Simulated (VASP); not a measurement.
Method: modified Becke-Johnson potential (mBJ), VASP's PBE PAW potentials (set 64) (plane waves; VASP).

VASP input:

### KPOINTS_OPT
```
k-points along high-symmetry lines
11
Line-mode
Reciprocal
  0.000000   0.000000   0.000000 ! GAMMA
  0.000000   0.500000   0.000000 ! X

  0.000000   0.500000   0.000000 ! X
  0.500000   0.500000   0.000000 ! M

  0.500000   0.500000   0.000000 ! M
  0.000000   0.000000   0.000000 ! GAMMA

  0.000000   0.000000   0.000000 ! GAMMA
  0.500000   0.500000   0.500000 ! R

  0.500000   0.500000   0.500000 ! R
  0.000000   0.500000   0.000000 ! X

  0.500000   0.500000   0.500000 ! R
  0.500000   0.500000   0.000000 ! M
```

KPOINTS:
```
Automatic mesh
0
Gamma
4 4 4
0 0 0
```

INCAR:
```
! general
SYSTEM  = CsPbBr3
PREC    = Accurate
ENCUT   = 520
LREAL   = .FALSE.
LASPH   = .TRUE.

! electronic loop
EDIFF   = 1E-6
NELM    = 200
ALGO    = Normal
LMAXMIX = 4
LMIXTAU = .TRUE.

! smearing
ISMEAR  = 0
SIGMA   = 0.05

! functional
METAGGA = MBJ

! ions
ISIF    = 0

! output
LWAVE   = .FALSE.
LCHARG  = .FALSE.
```

POSCAR:
```
CsPbBr3
1
    6.0027694076     0.0000000000     0.0000000000
    0.0000000000     6.0027694076     0.0000000000
    0.0000000000     0.0000000000     6.0027694076
Cs Pb Br
1 1 3
Direct
  0.0000000000   0.0000000000   0.0000000000
  0.5000000000   0.5000000000   0.5000000000
  0.5000000000   0.0000000000   0.5000000000
  0.0000000000   0.5000000000   0.5000000000
  0.5000000000   0.5000000000   0.0000000000
```

POTCAR, in this order: Cs_sv Pb_d Br (PBE.64 set). Program: vasp_std. Read from the step before: WAVECAR.

The resulting files:

### OSZICAR
```
...
DAV: 119     0.193392035069E+04    0.19316E+00   -0.46472E+00   608   0.399E+01    0.594E+01
DAV: 120     0.193381560712E+04   -0.10474E+00   -0.19990E+00   528   0.184E+01    0.617E+01
DAV: 121     0.193581249476E+04    0.19969E+01   -0.48380E+00   796   0.265E+01    0.425E+01
DAV: 122     0.193665157167E+04    0.83908E+00   -0.65217E+00   536   0.263E+01    0.458E+01
DAV: 123     0.193945248456E+04    0.28009E+01   -0.65559E+00   590   0.291E+01    0.249E+01
DAV: 124     0.194003254781E+04    0.58006E+00   -0.98407E+00   600   0.570E+01    0.305E+01
DAV: 125     0.193957419520E+04   -0.45835E+00   -0.41403E+00   536   0.218E+01    0.253E+01
DAV: 126     0.193966548507E+04    0.91290E-01   -0.55252E-01   848   0.952E+00    0.251E+01
DAV: 127     0.194230561954E+04    0.26401E+01   -0.70350E+00   674   0.393E+01    0.158E+01
DAV: 128     0.194225004059E+04   -0.55579E-01   -0.14092E+00   714   0.154E+01    0.164E+01
DAV: 129     0.194291632028E+04    0.66628E+00   -0.25773E+00   550   0.203E+01    0.135E+01
DAV: 130     0.194285766822E+04   -0.58652E-01   -0.10777E+00   532   0.138E+01    0.150E+01
DAV: 131     0.194264683165E+04   -0.21084E+00   -0.18746E+01   524   0.177E+02    0.146E+01
DAV: 132     0.194636443148E+04    0.37176E+01   -0.32311E+01   520   0.693E+01    0.112E+01
DAV: 133     0.194862369440E+04    0.22593E+01   -0.99809E+00   614   0.385E+01    0.103E+01
DAV: 134     0.194785102140E+04   -0.77267E+00   -0.51000E+01   520   0.259E+02    0.115E+01
DAV: 135     0.194667841453E+04   -0.11726E+01   -0.84173E+00   776   0.362E+01    0.105E+01
DAV: 136     0.194755661168E+04    0.87820E+00   -0.46136E+00   530   0.293E+01    0.108E+01
DAV: 137     0.194235170685E+04   -0.52049E+01   -0.22944E+01   770   0.538E+01    0.167E+01
DAV: 138     0.194079435733E+04   -0.15573E+01   -0.46279E+00   680   0.302E+01    0.169E+01
DAV: 139     0.194047769126E+04   -0.31667E+00   -0.28455E+00   556   0.222E+01    0.274E+01
DAV: 140     0.194151920724E+04    0.10415E+01   -0.18230E+00   540   0.157E+01    0.166E+01
DAV: 141     0.194297807798E+04    0.14589E+01   -0.13628E+01   520   0.696E+01    0.178E+01
DAV: 142     0.193922410050E+04   -0.37540E+01   -0.79884E+00   974   0.955E+01    0.142E+01
DAV: 143     0.194091212181E+04    0.16880E+01   -0.29452E+00   610   0.220E+01    0.122E+01
DAV: 144     0.194164424411E+04    0.73212E+00   -0.20063E+00   654   0.186E+01    0.145E+01
DAV: 145     0.194284623696E+04    0.12020E+01   -0.88930E+00   520   0.543E+01    0.154E+01
DAV: 146     0.194549468020E+04    0.26484E+01   -0.22854E+01   636   0.775E+01    0.237E+01
DAV: 147     0.194687751419E+04    0.13828E+01   -0.51741E+01   594   0.842E+01    0.401E+01
DAV: 148     0.194734271807E+04    0.46520E+00   -0.83074E+00   890   0.474E+01    0.216E+01
DAV: 149     0.194806887102E+04    0.72615E+00   -0.12325E+01   776   0.585E+01    0.466E+01
DAV: 150     0.194731627585E+04   -0.75260E+00   -0.11862E+01   628   0.547E+01    0.453E+01
DAV: 151     0.194939027663E+04    0.20740E+01   -0.13221E+01   772   0.782E+01    0.354E+01
DAV: 152     0.194185973140E+04   -0.75305E+01   -0.12835E+01   924   0.688E+01    0.578E+01
DAV: 153     0.194800186589E+04    0.61421E+01   -0.16997E+01   768   0.640E+01    0.386E+01
DAV: 154     0.183421724024E+04   -0.11378E+03   -0.67120E+02   780   0.288E+02    0.293E+01
DAV: 155     0.195441737586E+04    0.12020E+03   -0.53233E+02   532   0.208E+02    0.291E+01
DAV: 156     0.196730955426E+04    0.12892E+02   -0.48611E+01   848   0.974E+01    0.493E+01
DAV: 157     0.196668648800E+04   -0.62307E+00   -0.42570E+01  1038   0.143E+02    0.716E+00
DAV: 158     0.193950897014E+04   -0.27178E+02   -0.10140E+02   572   0.104E+02    0.181E+02
DAV: 159     0.171988961763E+04   -0.21962E+03   -0.10293E+03   772   0.252E+02    0.197E+02
DAV: 160     0.200573993924E+04    0.28585E+03   -0.16628E+03   762   0.625E+02    0.199E+02
DAV: 161     0.196056354435E+04   -0.45176E+02   -0.31113E+02  1022   0.214E+02    0.169E+02
DAV: 162     0.196448196326E+04    0.39184E+01   -0.10989E+02   622   0.101E+02    0.569E+01
DAV: 163     0.193314397834E+04   -0.31338E+02   -0.18097E+02   520   0.140E+02    0.201E+02
DAV: 164     0.194224073582E+04    0.90968E+01   -0.16547E+02   788   0.144E+02    0.164E+01
DAV: 165     0.194717551869E+04    0.49348E+01   -0.57964E+01   602   0.903E+01    0.415E+01
DAV: 166     0.194771212196E+04    0.53660E+00   -0.31006E+01   626   0.640E+01    0.101E+02
DAV: 167     0.194434983184E+04   -0.33623E+01   -0.20628E+01   786   0.706E+01    0.544E+01
DAV: 168     0.196267509098E+04    0.18325E+02   -0.44010E+01   524   0.916E+01    0.189E+01
DAV: 169     0.196285223860E+04    0.17715E+00   -0.22685E+01   692   0.765E+01    0.450E+01
DAV: 170     0.172668347407E+04   -0.23617E+03   -0.15104E+03  1018   0.439E+02    0.159E+02
DAV: 171     0.191780231047E+04    0.19112E+03   -0.50099E+02   758   0.241E+02    0.566E+01
DAV: 172     0.192655747802E+04    0.87552E+01   -0.62643E+01   996   0.188E+02    0.498E+01
DAV: 173     0.194276585181E+04    0.16208E+02   -0.61758E+01   700   0.889E+01    0.253E+01
DAV: 174     0.195491665709E+04    0.12151E+02   -0.29477E+01   922   0.744E+01    0.133E+01
DAV: 175     0.196447874261E+04    0.95621E+01   -0.24462E+01   700   0.763E+01    0.146E+01
DAV: 176     0.197344427464E+04    0.89655E+01   -0.27125E+01   778   0.885E+01    0.382E+01
DAV: 177     0.196768568727E+04   -0.57586E+01   -0.21315E+01   520   0.489E+01    0.236E+01
DAV: 178     0.196852514727E+04    0.83946E+00   -0.13160E+01   702   0.601E+01    0.404E+01
DAV: 179     0.195819913329E+04   -0.10326E+02   -0.17022E+01   740   0.717E+01    0.176E+01
DAV: 180     0.195838266703E+04    0.18353E+00   -0.59409E+00   712   0.388E+01    0.448E+01
DAV: 181     0.196094362817E+04    0.25610E+01   -0.27255E+01   534   0.832E+01    0.610E+01
DAV: 182     0.196044427893E+04   -0.49935E+00   -0.93795E+00   628   0.398E+01    0.717E+01
DAV: 183     0.195949166413E+04   -0.95261E+00   -0.10378E+01   838   0.568E+01    0.752E+01
DAV: 184     0.195771742727E+04   -0.17742E+01   -0.11114E+01   704   0.432E+01    0.799E+01
DAV: 185     0.195661605745E+04   -0.11014E+01   -0.63545E+00   544   0.320E+01    0.771E+01
DAV: 186     0.195615277872E+04   -0.46328E+00   -0.39184E+00   730   0.257E+01    0.719E+01
DAV: 187     0.195647899958E+04    0.32622E+00   -0.10723E+01   534   0.428E+01    0.662E+01
DAV: 188     0.195713485524E+04    0.65586E+00   -0.24663E+00   884   0.265E+01    0.642E+01
DAV: 189     0.195757131279E+04    0.43646E+00   -0.34503E+00   732   0.317E+01    0.632E+01
DAV: 190     0.195881301711E+04    0.12417E+01   -0.29271E+00   606   0.246E+01    0.637E+01
DAV: 191     0.195967780431E+04    0.86479E+00   -0.10905E+01   520   0.671E+01    0.636E+01
DAV: 192     0.196495107047E+04    0.52733E+01   -0.23053E+01   588   0.692E+01    0.653E+01
DAV: 193     0.196711588362E+04    0.21648E+01   -0.23157E+01   642   0.928E+01    0.676E+01
DAV: 194     0.196688273520E+04   -0.23315E+00   -0.89743E+00   718   0.463E+01    0.684E+01
DAV: 195     0.196672159803E+04   -0.16114E+00   -0.67897E+00   782   0.476E+01    0.700E+01
DAV: 196     0.196708535296E+04    0.36375E+00   -0.69014E+00   544   0.438E+01    0.703E+01
DAV: 197     0.196822979698E+04    0.11444E+01   -0.78216E+01   770   0.138E+02    0.336E+01
DAV: 198     0.196499055210E+04   -0.32392E+01   -0.42953E+01   588   0.137E+02    0.611E+01
DAV: 199     0.196200310076E+04   -0.29875E+01   -0.43484E+01   530   0.900E+01    0.727E+01
DAV: 200     0.196038460487E+04   -0.16185E+01   -0.27701E+01   784   0.114E+02
   1 F= 0.19603846E+04 E0= 0.19603846E+04  d E =-.139024E-15
       N       E                     dE             ncg
       N       E                     dE             ncg
       N       E                     dE             ncg
       N       E                     dE             ncg
       N       E                     dE             ncg
       N       E                     dE             ncg
       N       E                     dE             ncg
```

File OUTCAR:
```
------------------------ aborting loop EDIFF was not reached (unconverged)  ----------------------------
  volume of cell :      216.30
      direct lattice vectors                 reciprocal lattice vectors
     6.002769408  0.000000000  0.000000000     0.166589774  0.000000000  0.000000000
     0.000000000  6.002769408  0.000000000     0.000000000  0.166589774  0.000000000
     0.000000000  0.000000000  6.002769408     0.000000000  0.000000000  0.166589774
 POSITION                                       TOTAL-FORCE (eV/Angst)
 -----------------------------------------------------------------------------------
      0.00000      0.00000      0.00000         0.000000      0.000000      0.000000
      3.00138      3.00138      3.00138         0.000000      0.000000      0.000000
      3.00138      0.00000      3.00138         0.000000      0.000000      0.000000
      0.00000      3.00138      3.00138         0.000000      0.000000      0.000000
      3.00138      3.00138      0.00000         0.000000      0.000000      0.000000
 -----------------------------------------------------------------------------------
    total drift:                                0.000000      0.000000     -0.000000
  FREE ENERGIE OF THE ION-ELECTRON SYSTEM (eV)
  ---------------------------------------------------
  free  energy   TOTEN  =      1960.3846048671 eV

  energy  without entropy=     1960.3846048671  energy(sigma->0) =     1960.38460487

     CMBJ =    1.0000

     CMBJA=   -0.0120

     CMBJB=    1.0230

     CMBJE=    0.5000

    CMBJ =    2.0000
```
(Selected blocks of OUTCAR.)

### stdout
```
...
DAV: 196     0.196708535296E+04    0.36375E+00   -0.69014E+00   544   0.438E+01    0.703E+01
DAV: 197     0.196822979698E+04    0.11444E+01   -0.78216E+01   770   0.138E+02    0.336E+01
DAV: 198     0.196499055210E+04   -0.32392E+01   -0.42953E+01   588   0.137E+02    0.611E+01
DAV: 199     0.196200310076E+04   -0.29875E+01   -0.43484E+01   530   0.900E+01    0.727E+01
DAV: 200     0.196038460487E+04   -0.16185E+01   -0.27701E+01   784   0.114E+02

 -----------------------------------------------------------------------------
|                                                                             |
|           W    W    AA    RRRRR   N    N  II  N    N   GGGG   !!!           |
|           W    W   A  A   R    R  NN   N  II  NN   N  G    G  !!!           |
|           W    W  A    A  R    R  N N  N  II  N N  N  G       !!!           |
|           W WW W  AAAAAA  RRRRR   N  N N  II  N  N N  G  GGG   !            |
|           WW  WW  A    A  R   R   N   NN  II  N   NN  G    G                |
|           W    W  A    A  R    R  N    N  II  N    N   GGGG   !!!           |
|                                                                             |
|     The electronic self-consistency was not achieved in the given           |
|     number of steps (NELM). The forces and other quantities evaluated       |
|     might not be reliable so examine the results carefully. If you find     |
|     spurious results, we suggest increasing NELM, if you were close to      |
|     convergence or switching to a different ALGO or adjusting the           |
|     density mixing parameters otherwise.                                    |
|                                                                             |
 -----------------------------------------------------------------------------

   1 F= 0.19603846E+04 E0= 0.19603846E+04  d E =-.139024E-15
 Start KPOINTS_OPT (optional k-point list driver)
k-point batch [1-10\66]
       N       E                     dE             ncg
k-point batch [11-20\66]
       N       E                     dE             ncg
k-point batch [21-30\66]
       N       E                     dE             ncg
k-point batch [31-40\66]
       N       E                     dE             ncg
k-point batch [41-50\66]
       N       E                     dE             ncg
k-point batch [51-60\66]
       N       E                     dE             ncg
k-point batch [61-66\66]
       N       E                     dE             ncg
```

Convergence was not reached.

mBJ is a potential without an energy functional, so only the levels count.

The compound is CsPbBr3 in the cubic perovskite structure, the ideal cubic form; the compound distorts at low or room temperature. It was relaxed first, which changed the volume by +7 %. The cell's shape comes from a PBE relaxation.
